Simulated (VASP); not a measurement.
OSZICAR of a VASP run on Gd (space group P6_3/mmc):

**OSZICAR**
```
       N       E                     dE             d eps       ncg     rms          rms(c)
DAV:   1     0.345685229476E+02    0.34569E+02   -0.78081E+03  1664   0.101E+03
DAV:   2    -0.840010902478E+01   -0.42969E+02   -0.41715E+02  1859   0.213E+02
DAV:   3    -0.100143403045E+02   -0.16142E+01   -0.15232E+01  2268   0.257E+01
DAV:   4    -0.100397544588E+02   -0.25414E-01   -0.25336E-01  2004   0.357E+00
DAV:   5    -0.100404324068E+02   -0.67795E-03   -0.67775E-03  2414   0.428E-01    0.236E+01
DAV:   6    -0.100359623091E+02    0.44701E-02   -0.23521E-02  1839   0.119E+00    0.141E+01
DAV:   7    -0.100423916089E+02   -0.64293E-02   -0.41156E-02  1779   0.157E+00    0.213E-01
DAV:   8    -0.100419668919E+02    0.42472E-03   -0.24465E-03  1904   0.373E-01    0.538E-02
DAV:   9    -0.100419628435E+02    0.40484E-05   -0.23328E-04  2243   0.112E-01    0.337E-02
DAV:  10    -0.100419592574E+02    0.35861E-05   -0.21862E-05  1967   0.337E-02    0.278E-02
DAV:  11    -0.100419598919E+02   -0.63448E-06   -0.28572E-06  1731   0.126E-02
   1 F= -.10041960E+02 E0= -.10041671E+02  d E =-.100420E+02
       N       E                     dE             d eps       ncg     rms          rms(c)
DAV:   1    -0.100420772907E+02   -0.11803E-03   -0.27038E-03  1694   0.400E-01    0.490E-02
DAV:   2    -0.100420091637E+02    0.68127E-04   -0.12440E-04  1799   0.881E-02    0.299E-02
DAV:   3    -0.100419805587E+02    0.28605E-04   -0.48609E-05  1874   0.531E-02    0.106E-02
DAV:   4    -0.100419791477E+02    0.14110E-05   -0.75530E-06  2163   0.214E-02    0.625E-03
DAV:   5    -0.100419797859E+02   -0.63819E-06   -0.43026E-07   922   0.440E-03
   2 F= -.10041980E+02 E0= -.10041695E+02  d E =-.198941E-04
```

**Question.** Which electronic solver shows in the log?

**Answer.** It is blocked Davidson (ALGO = Normal, or the opening steps of other solvers). The INCAR had ALGO = Normal.

**Question.** Can the final energy be trusted as converged?

**Answer.** The run converged. It stopped with EDIFF = 1E-6, NELM = 100, NSW = 60 and EDIFFG = -0.01 after 2 ionic steps (PBEsol GGA, plane waves, VASP's PBE PAW potentials (set 64)). The 4f electrons are frozen in the core of the lanthanide potential, so 4f levels, which can set the real gap, and their magnetism are missing.

The structure comes from a measured Gd entry (P6_3/mmc) of the Crystallography Open Database, whose conditions weren't checked. This run relaxes it. Symmetry was kept, so distortions that lower it aren't found. The start is the result of an earlier pass.
